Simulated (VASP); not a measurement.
Consider the following.

```xyz
2
Lattice="0.0000 2.4195 2.4195 2.4195 0.0000 2.4195 2.4195 2.4195 0.0000" Properties=species:S:1:pos:R:3 pbc="T T T"
Cd     2.4195     2.4195     4.8390
O      2.4195     2.4195     2.4195
```

Method: RPBE GGA, VASP's PBE PAW potentials (set 64) (plane waves; VASP 6.6.1). Numerical set-up: 520 eV cut-off, Gaussian smearing of 0.050 eV, potentials Cd O.

Problem. Give the energies of bands 2 to 10 at the high-symmetry points, in eV from the Fermi level.

Solution. 
```json
[
 {"band": "2", "Γ": "-6.60", "X": "-6.95", "U": "-6.90", "L": "-7.22", "W": "-6.68"},
 {"band": "3", "Γ": "-6.60", "X": "-6.13", "U": "-6.53", "L": "-7.02", "W": "-6.65"},
 {"band": "4", "Γ": "-6.60", "X": "-6.05", "U": "-6.40", "L": "-7.02", "W": "-6.65"},
 {"band": "5", "Γ": "-6.34", "X": "-6.05", "U": "-6.12", "L": "-6.16", "W": "-6.05"},
 {"band": "6", "Γ": "-6.34", "X": "-5.84", "U": "-6.03", "L": "-6.16", "W": "-5.91"},
 {"band": "7", "Γ": "-0.99", "X": "-3.67", "U": "-2.94", "L": "-3.56", "W": "-2.55"},
 {"band": "8", "Γ": "-0.99", "X": "-1.86", "U": "-2.52", "L": "0.02", "W": "-2.55"},
 {"band": "9", "Γ": "-0.99", "X": "-1.86", "U": "-1.03", "L": "0.02", "W": "-1.65"},
 {"band": "10", "Γ": "-0.49", "X": "3.64", "U": "5.09", "L": "4.51", "W": "5.58"}
]
```

It has no gap at this level: it comes out as a metal or semimetal.

The compound is CdO in the rock salt structure. It was relaxed first, which changed the volume by +9 %.
